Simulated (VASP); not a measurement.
Wanted: the native input for a VASP 6.6.1 run.

- Task: single point
- Functional: PBE
- Potentials or basis: VASP PAW PBE potentials, release 64 (W_sv, Au)
- Cutoff: 520 eV
- k mesh: 8 × 8 × 8
- Occupations: fermi-dirac, width 0.05 eV
- Spin: no spin polarisation
- Further INCAR settings: ALGO = Normal; EDIFF = 1e-07; NBANDS = 20

The structure of WAu lies in POSCAR:

```
WAu
1.0
    0.0000000000      2.9092100000      2.9092100000
    2.9092100000      0.0000000000      2.9092100000
    2.9092100000      2.9092100000      0.0000000000
W Au
1 1
Direct
   -0.0033300000     -0.0137330000     -0.0008560000
    0.7485160000      0.7555220000      0.7464040000
```

The cell was built by a generator and needn't be a form met in nature.

The cell isn't the ideal one: atoms moved at random, drawn with an rms of 0.05 Å.

One way to write it, as run:

INCAR

```
SYSTEM = WAu
ALGO     = Normal         ! electronic algorithm
EDIFF    = 1E-7           ! SCF threshold, eV
ENCUT    = 520            ! plane-wave cutoff, eV
GGA      = PE             ! functional
ISIF     = 2              ! what is computed and relaxed
ISMEAR   = -1             ! smearing method
LASPH    = .TRUE.         ! aspherical terms in the spheres
LCHARG   = .FALSE.        ! write CHGCAR
LREAL    = .FALSE.        ! projectors in reciprocal space
LWAVE    = .FALSE.        ! write WAVECAR
NBANDS   = 20             ! bands
NELM     = 60             ! most SCF steps
PREC     = Accurate       ! precision mode
SIGMA    = 0.05           ! smearing width, eV
```

KPOINTS

```
k-points
0
G
  8 8 8
  0 0 0
```

Potentials or basis: VASP PAW PBE potentials, release 64 (W_sv, Au).

The run is started by

```bash
$ cat potpaw_PBE.64/W_sv/POTCAR potpaw_PBE.64/Au/POTCAR > POTCAR
$ mpirun -np 1 vasp_std > vasp.out
```

Results of the run:

```json
{"Pressure": "0.4 GPa", "Largest force": "0.961 eV/Å", "Band gap on the k mesh": "none (metal or under the smearing width)"}
```

Wall time 71 s on 1 thread of Intel(R) Xeon(R) 6975P-C (Granite Rapids), with other jobs on the host, peak memory 0.38 GiB.
